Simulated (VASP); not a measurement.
A VASP calculation is set up with these files.

### KPOINTS
```
Regular mesh
0
G
 7 7 7
```

### POSCAR
```
HgTe
3.230
  0.0000000000   1.0000000000   1.0000000000
  1.0000000000   0.0000000000   1.0000000000
  1.0000000000   1.0000000000   0.0000000000
Hg Te
1 1
Cart
  0.0000000000   0.0000000000   0.0000000000
  0.5000000000   0.5000000000   0.5000000000
```

INCAR:
```
# general
SYSTEM     = HgTe
PREC       = Accurate
ENCUT      = 400
LREAL      = F   # projection in real space or not
LASPH      = T

# electronic loop
EDIFF      = 1E-6   # SCF stop (eV)
NELM       = 100   # most electronic steps
ALGO       = Normal   # blocked Davidson
LMAXMIX    = 6   # l cut-off of mixed one-centre charges

# smearing
ISMEAR     = 0   # Gaussian
SIGMA      = 0.05   # width (eV)

# functional
GGA        = PE
GGA_COMPAT = F

# spin
MAGMOM     = 6*0
LSORBIT    = T

# ions
ISIF       = 2

# output
LWAVE      = F
LCHARG     = F
```

POTCAR, in this order: Hg Te (PBE.64 set). Program: vasp_ncl.

Problem. Translate this PBE+SOC calculation to Ansatz.

Solution. One equivalent input (not run):
Ansatz 0.2 input:
```yaml
crystal:
  lattice:
    - [0.0000000, 3.2300000, 3.2300000]
    - [3.2300000, 0.0000000, 3.2300000]
    - [3.2300000, 3.2300000, 0.0000000]
  atoms:
    - { symbol: Hg, position: [0.0000000, 0.0000000, 0.0000000] }
    - { symbol: Te, position: [0.2500000, 0.2500000, 0.2500000] }
kpoints:
  mp_grid: { grid: [7, 7, 7] }
hamiltonian:
  xc: pbe
  pseudopotentials: { kind: paw }
magnetization: { noncollinear: true, spin_orbit: true }
scf:
  occupations: { method: gaussian, width: 0.05 }
  max_iter: 100
output: { forces: true, stress: true, eigenvalues: true }
```
Limits of the translation: each code has its own PAW files, so the cut-off isn't converted (ENCUT is set for VASP's; basis.ecutwfc is left out, and Ansatz then takes the one that its files recommend); Ansatz stops its SCF on the density residual and VASP on the energy change (EDIFF).

The compound is HgTe in the zinc blende structure. The cell was not relaxed at this level. The run is one of a series of settings (GGA_COMPAT = .FALSE., LSORBIT = .TRUE., MAGMOM = 0 0 0 0 0 0, program vasp_ncl against the base run), some of them coarse on purpose.
